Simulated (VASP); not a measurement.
```
AlCr
1.0
    0.00000     2.97822     2.97822
    2.97822     0.00000     2.97822
    2.97822     2.97822     0.00000
Cr Al
1 1
Cartesian
  0.00000   0.00000   0.00000
  1.48911   1.48911   1.48911
```
Starting moments (μB, in the order of the record's atoms Cr Al): 3.7 0.0.

Computed with PBE GGA, VASP's PBE PAW potentials (set 64) (plane waves; VASP). Run with 400 eV cut-off, 12×12×12 Γ-centred mesh, tetrahedra with Blöchl corrections, potentials Cr_pv Al.

The moments were started parallel, and other spin orders were not tried in this run.

**Question.** Tabulate the total density of states (states/eV per cell) against energy (eV; zero at the valence-band maximum or, without a gap, the Fermi level).

**Answer.** 
| E (eV) | DOS (states/eV) |
|---|---|
| -9.98 | 0.00 |
| -9.62 | 0.00 |
| -9.26 | 0.00 |
| -8.90 | 0.00 |
| -8.66 | 0.00 |
| -8.30 | 0.00 |
| -7.94 | 0.00 |
| -7.58 | 0.00 |
| -7.22 | 0.00 |
| -6.86 | 0.08 |
| -6.50 | 0.18 |
| -6.14 | 0.35 |
| -5.90 | 0.44 |
| -5.54 | 0.59 |
| -5.18 | 0.92 |
| -4.82 | 1.07 |
| -4.46 | 1.30 |
| -4.10 | 0.62 |
| -3.74 | 0.16 |
| -3.38 | 0.00 |
| -3.14 | 0.00 |
| -2.78 | 0.44 |
| -2.42 | 2.33 |
| -2.06 | 1.67 |
| -1.70 | 3.31 |
| -1.34 | 6.00 |
| -0.98 | 0.80 |
| -0.62 | 1.66 |
| -0.38 | 1.52 |
| -0.02 | 1.23 |
| 0.34 | 1.93 |
| 0.70 | 3.95 |
| 1.06 | 1.07 |
| 1.42 | 1.86 |
| 1.78 | 2.01 |
| 2.14 | 3.87 |
| 2.38 | 1.54 |
| 2.74 | 1.57 |
| 3.10 | 1.60 |
| 3.46 | 1.50 |
Within 2 eV below the Fermi level the largest weight inside VASP's projection spheres is Cr d.

The structure was generated: CrAl was put into the zinc blende type (F-43m), which need not be its known phase. It was relaxed first.
